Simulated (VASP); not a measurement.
Data:

```xyz
6
Lattice="4.2166 0.0000 0.0000 0.0000 4.2166 0.0000 0.0000 0.0000 4.2166" Properties=species:S:1:pos:R:3 pbc="T T T"
Cu     3.1625     1.0542     3.1625
Cu     1.0542     3.1625     3.1625
Cu     3.1625     3.1625     1.0542
Cu     1.0542     1.0542     1.0542
O      4.2166     4.2166     4.2166
O      2.1083     2.1083     2.1083
```

Calculation: PBE GGA with D3 dispersion (Becke-Johnson damping), VASP's PBE PAW potentials (set 64) (plane waves; VASP 6.6.1). Run with 520 eV cut-off, 5×5×5 Γ-centred mesh, Gaussian smearing of 0.050 eV, potentials Cu O.

### Question
Give the stress tensor in GPa (positive for a compressed cell).

### Answer

```
4.17  0.00  0.00
0.00  4.17  0.00
0.00  0.00  4.17
```
The pressure is its mean diagonal, 4.17 GPa.

The compound is Cu2O in the cuprite structure. This cell is one point of a volume scan, at 0.97 of the reference volume.
